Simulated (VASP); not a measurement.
All values below come from PBE GGA, VASP's PBE PAW potentials (set 64) (plane waves; VASP 6.6.1).

VASP ran on this input.

### POSCAR
```
KCl
1
    0.0000000000     3.1450000000     3.1450000000
    3.1450000000     0.0000000000     3.1450000000
    3.1450000000     3.1450000000     0.0000000000
K Cl
1 1
Direct
  0.0000000000   0.0000000000   0.0000000000
  0.5000000000   0.5000000000   0.5000000000
```

KPOINTS:
```
K-points
0
gamma
3 3 3
0 0 0
```

INCAR:
```
ALGO = Normal
EDIFF = 1E-6
ENCUT = 400
GGA = PE
ISIF = 2
ISMEAR = 0
LASPH = .True.
LCHARG = .False.
LREAL = .False.
LWAVE = .False.
NELM = 100
PREC = Accurate
SIGMA = 0.05
SYSTEM = KCl
```

POTCAR, in this order: K_sv Cl (PBE.64 set). Program: vasp_std.

The run wrote:

File OSZICAR:
```
       N       E                     dE             d eps       ncg     rms          rms(c)
DAV:   1     0.101820913863E+03    0.10182E+03   -0.64035E+03    96   0.975E+02
DAV:   2    -0.147603458455E+01   -0.10330E+03   -0.92595E+02   128   0.264E+02
DAV:   3    -0.693184741661E+01   -0.54558E+01   -0.54277E+01   120   0.566E+01
DAV:   4    -0.709211055155E+01   -0.16026E+00   -0.16009E+00   172   0.974E+00
DAV:   5    -0.709289254261E+01   -0.78199E-03   -0.78197E-03   124   0.749E-01    0.334E+00
DAV:   6    -0.680126689672E+01    0.29163E+00   -0.53710E-01   116   0.406E+00    0.272E+00
DAV:   7    -0.678591123395E+01    0.15356E-01   -0.13188E-01   120   0.222E+00    0.160E+00
DAV:   8    -0.679877430703E+01   -0.12863E-01   -0.20702E-02   124   0.123E+00    0.225E-01
DAV:   9    -0.679928778770E+01   -0.51348E-03   -0.88255E-04   124   0.202E-01    0.116E-01
DAV:  10    -0.680004090344E+01   -0.75312E-03   -0.78649E-04   100   0.208E-01    0.183E-02
DAV:  11    -0.680005010253E+01   -0.91991E-05   -0.17315E-05   140   0.305E-02    0.821E-03
DAV:  12    -0.680005276253E+01   -0.26600E-05   -0.31120E-06   108   0.141E-02    0.104E-03
DAV:  13    -0.680005297462E+01   -0.21209E-06   -0.19883E-07    92   0.346E-03
   1 F= -.68000530E+01 E0= -.68000530E+01  d E =-.538150E-11
```

File OUTCAR:
```
------------------------ aborting loop because EDIFF is reached ----------------------------------------
  FORCE on cell =-STRESS in cart. coord.  units (eV):
  Direction    XX          YY          ZZ          XY          YZ          ZX
  --------------------------------------------------------------------------------------
  Total        0.3249841      0.3249841      0.3249841      0.0000000      0.0000000     -0.0000000
  in kB        8.3691383      8.3691383      8.3691383      0.0000000      0.0000000     -0.0000000
  external PRESSURE =       8.3691383 kB  Pullay stress =       0.0000000 kB
  volume of cell :       62.21
      direct lattice vectors                 reciprocal lattice vectors
     0.000000000  3.145000000  3.145000000    -0.158982512  0.158982512  0.158982512
     3.145000000  0.000000000  3.145000000     0.158982512 -0.158982512  0.158982512
     3.145000000  3.145000000  0.000000000     0.158982512  0.158982512 -0.158982512
  FREE ENERGIE OF THE ION-ELECTRON SYSTEM (eV)
  ---------------------------------------------------
  free  energy   TOTEN  =        -6.8000529746 eV

  energy  without entropy=       -6.8000529746  energy(sigma->0) =       -6.80005297
```
(Selected blocks of OUTCAR.)

The compound is KCl in the rock salt structure. The cell was not relaxed at this level. The k-mesh is coarse (spacing up to 0.58 per Å, 2π included), so the numbers may not be converged in it. The run is one of a series of settings (KPOINTS 3×3×3 Γ-centred mesh against the base run), some of them coarse on purpose.
